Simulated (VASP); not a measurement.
All values below come from PBE GGA, VASP's PBE PAW potentials (set 64) (plane waves; VASP).

VASP input:

**POSCAR**
```
Er
1
    1.7800000000    -3.0830500000     0.0000000000
    1.7800000000     3.0830500000     0.0000000000
    0.0000000000     0.0000000000     5.5900000000
Er
2
Direct
  0.3333330000   0.6666670000   0.2500000000
  0.6666670000   0.3333330000   0.7500000000
```

INCAR:
```
GGA  =  PE
EDIFF  =  1E-6   # SCF stop (eV)
ISIF  =  2
SIGMA  =  0.1   # width (eV)
LWAVE  =  .FALSE.
LREAL  =  Auto   # projection in real space or not
LMAXMIX  =  6
LASPH  =  .TRUE.   # aspherical one-centre terms
PREC  =  Accurate
LCHARG  =  .FALSE.
ISMEAR  =  1   # Methfessel-Paxton
ALGO  =  Normal   # blocked Davidson
SYSTEM  =  Er
ENCUT  =  400   # plane-wave cut-off (eV)
NELM  =  100   # most electronic steps
```

KPOINTS:
```
K-points
0
gamma
 11 11 6
0 0 0
```

POTCAR, in this order: Er_3 (PBE.64 set). Program: vasp_std.

Task: What will the output report for the number of irreducible k-points (NKPTS), number of bands (NBANDS), largest plane-wave count, number of space-group operations, FFT grid (NGX, NGY, NGZ)?

Result: 
| Quantity | Value |
|---|---|
| number of irreducible k-points (NKPTS) | 64 |
| number of bands (NBANDS) | 13 |
| largest plane-wave count | 1134 |
| number of space-group operations | 24 |
| FFT grid (NGX, NGY, NGZ) | 24 × 24 × 36 |

The compound is Er in the hcp structure. The cell was not relaxed at this level. The run is one of a series of settings (LREAL = Auto against the base run), some of them coarse on purpose. The 4f electrons are frozen in the core of the lanthanide potential, so 4f levels, which can set the real gap, and their magnetism are missing.
